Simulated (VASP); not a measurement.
These are PW91 GGA, VASP's PBE PAW potentials (set 64) (plane waves; VASP 6.6.1) values and carry that method's errors.

Input for VASP

### INCAR
```
SYSTEM = Al3Sc
PREC = Accurate
ENCUT = 520
EDIFF = 1E-7
NELM = 100
ALGO = Normal
LREAL = .FALSE.
LASPH = .TRUE.
ISMEAR = 1
SIGMA = 0.1
GGA = 91
LMAXMIX = 4
LWAVE = .FALSE.
LCHARG = .FALSE.
ISIF = 2
```

### KPOINTS
```
Automatic mesh
0
G
8 8 8
```

### POSCAR
```
Al3Sc
1
    4.0256047400     0.0000000000     0.0000000000
    0.0000000000     4.0256047400     0.0000000000
    0.0000000000     0.0000000000     4.0256047400
Sc Al
1 3
Direct
  0.0000000000   0.0000000000   0.0000000000
  0.0000000000   0.5000000000   0.5000000000
  0.5000000000   0.0000000000   0.5000000000
  0.5000000000   0.5000000000   0.0000000000
```

POTCAR, in this order: Sc_sv Al (PBE.64 set). Program: vasp_std.

Output

### OSZICAR
```
       N       E                     dE             d eps       ncg     rms          rms(c)
DAV:   1     0.119891321254E+03    0.11989E+03   -0.83835E+03   980   0.130E+03
DAV:   2    -0.116527763941E+02   -0.13154E+03   -0.12981E+03   980   0.370E+02
DAV:   3    -0.198205738446E+02   -0.81678E+01   -0.78066E+01  1542   0.753E+01
DAV:   4    -0.199551009606E+02   -0.13453E+00   -0.13432E+00  1374   0.101E+01
DAV:   5    -0.199592953586E+02   -0.41944E-02   -0.41934E-02  1426   0.176E+00    0.956E+00
DAV:   6    -0.191141157208E+02    0.84518E+00   -0.44256E+00  1618   0.252E+01    0.347E+00
DAV:   7    -0.190679243134E+02    0.46191E-01   -0.93030E-02  1296   0.275E+00    0.201E+00
DAV:   8    -0.190483547570E+02    0.19570E-01   -0.36273E-02  1504   0.169E+00    0.226E-01
DAV:   9    -0.190481829714E+02    0.17179E-03   -0.27924E-03  1244   0.476E-01    0.110E-01
DAV:  10    -0.190481379195E+02    0.45052E-04   -0.20448E-04  1460   0.130E-01    0.647E-02
DAV:  11    -0.190481371748E+02    0.74472E-06   -0.49322E-05  1524   0.548E-02    0.429E-02
DAV:  12    -0.190481302270E+02    0.69478E-05   -0.36251E-05  1576   0.713E-02    0.623E-03
DAV:  13    -0.190481302114E+02    0.15546E-07   -0.14206E-06  1476   0.151E-02    0.239E-03
DAV:  14    -0.190481303233E+02   -0.11190E-06   -0.27846E-07   992   0.579E-03    0.119E-03
DAV:  15    -0.190481303084E+02    0.14986E-07   -0.21779E-08   718   0.214E-03
   1 F= -.19048130E+02 E0= -.19047803E+02  d E =-.981570E-03
```

File OUTCAR:
```
------------------------ aborting loop because EDIFF is reached ----------------------------------------
  FORCE on cell =-STRESS in cart. coord.  units (eV):
  Direction    XX          YY          ZZ          XY          YZ          ZX
  --------------------------------------------------------------------------------------
  Total        2.3975018      2.3975018      2.3975018      0.0000000      0.0000000      0.0000000
  in kB       58.8811293     58.8811293     58.8811293      0.0000000      0.0000000      0.0000000
  external PRESSURE =      58.8811293 kB  Pullay stress =       0.0000000 kB
  volume of cell :       65.24
      direct lattice vectors                 reciprocal lattice vectors
     4.025604740  0.000000000  0.000000000     0.248409882  0.000000000  0.000000000
     0.000000000  4.025604740  0.000000000     0.000000000  0.248409882  0.000000000
     0.000000000  0.000000000  4.025604740     0.000000000  0.000000000  0.248409882
 POSITION                                       TOTAL-FORCE (eV/Angst)
 -----------------------------------------------------------------------------------
      0.00000      0.00000      0.00000         0.000000      0.000000      0.000000
      0.00000      2.01280      2.01280         0.000000      0.000000      0.000000
      2.01280      0.00000      2.01280         0.000000      0.000000      0.000000
      2.01280      2.01280      0.00000         0.000000      0.000000      0.000000
 -----------------------------------------------------------------------------------
    total drift:                               -0.000000     -0.000000      0.000000
  FREE ENERGIE OF THE ION-ELECTRON SYSTEM (eV)
  ---------------------------------------------------
  free  energy   TOTEN  =       -19.0481303084 eV

  energy  without entropy=      -19.0471487388  energy(sigma->0) =      -19.04780312
```
(Selected blocks of OUTCAR.)

### OUTCAR
```
 val. band max:        7.6505694617   @ k =   0.2500   0.1250   0.1250

 cond. band min:       7.6907057552   @ k =   0.5000   0.2500   0.2500


 Fermi energy:         7.6769458749

 k-point     1 :       0.0000    0.0000    0.0000
  band No.  band energies     occupation
      1     -41.0291      2.00000
      2     -19.8478      2.00000
      3     -19.8478      2.00000
      4     -19.8478      2.00000
      5      -2.5919      2.00000
      6       5.0014      2.00000
      7       5.0014      2.00000
      8       5.8306      2.00000
      9       5.8306      2.00000
     10       5.8306      2.00000
     11       8.9788     -0.00000
     12       8.9845     -0.00000
     13       8.9845     -0.00000
     14       8.9845     -0.00000

 k-point     2 :       0.1250    0.0000    0.0000
  band No.  band energies     occupation
      1     -41.0289      2.00000
      2     -19.8537      2.00000
      3     -19.8474      2.00000
      4     -19.8474      2.00000
      5      -2.4428      2.00000
      6       3.9317      2.00000
      7       5.1145      2.00000
      8       5.8413      2.00000
      9       5.8413      2.00000
     10       6.5227      2.00000
     11       8.9086     -0.00000
     12       8.9086     -0.00000
     13       9.0326     -0.00000
     14       9.5673     -0.00000

 k-point     3 :       0.2500    0.0000    0.0000
  band No.  band energies     occupation
      1     -41.0283      2.00000
      2     -19.8680      2.00000
      3     -19.8462      2.00000
      4     -19.8462      2.00000
      5      -2.0034      2.00000
      6       2.4499      2.00000
      7       5.4340      2.00000
      8       5.8616      2.00000
      9       5.8616      2.00000
     10       7.3420      2.00002
     11       8.7844     -0.00000
     12       8.7844     -0.00000
     13       9.1551     -0.00000
     14      10.3266      0.00000

 k-point     4 :       0.3750    0.0000    0.0000
  band No.  band energies     occupation
...
```

The compound is Al3Sc in the L1_2 structure. This cell is one point of a volume scan, at 0.94 of the reference volume.
